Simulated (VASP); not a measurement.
SnTe, 2 atoms in the cell. The structure is cubic, space group Fm-3m (No. 225). The conventional cell has a = 6.290 Å, b = 6.290 Å, c = 6.290 Å, α = 90.00°, β = 90.00°, γ = 90.00°. Around Sn (site symmetry m-3m) lie 6 Te at 3.14 Å. Around Te (site symmetry m-3m) lie 6 Sn at 3.14 Å. 

| Quantity | Value |
| --- | --- |
| Program | VASP 6.6.1 |
| Task | relaxation of cell and atoms |
| Functional | PBEsol |
| Potentials or basis | VASP PAW PBE potentials, release 64 (Sn_d, Te) |
| Cutoff | 600 eV |
| k mesh | 10 × 10 × 10 |
| Occupations | gaussian, width 0.03 eV |
| Spin | no spin polarisation |
| Further INCAR settings | ALGO = Normal; EDIFF = 1e-07; IBRION = 2; EDIFFG = -0.005; NSW = 90; ISIF = 3 |

Potentials or basis: VASP PAW PBE potentials, release 64 (Sn_d, Te).

Launch:

```sh
$ cat potpaw_PBE.64/Sn_d/POTCAR potpaw_PBE.64/Te/POTCAR > POTCAR
$ mpirun -np 4 vasp_std > vasp.out
```

Hardware: 4 MPI ranks on Intel(R) Xeon(R) 6975P-C (Granite Rapids), with other jobs on the host.

How long does it take, and how much memory?

Wall time 13 s on 4 MPI ranks on Intel(R) Xeon(R) 6975P-C (Granite Rapids) (shared host), peak memory 0.23 GiB a rank. Counts: scf iterations 14, k points 47, ion steps 1.
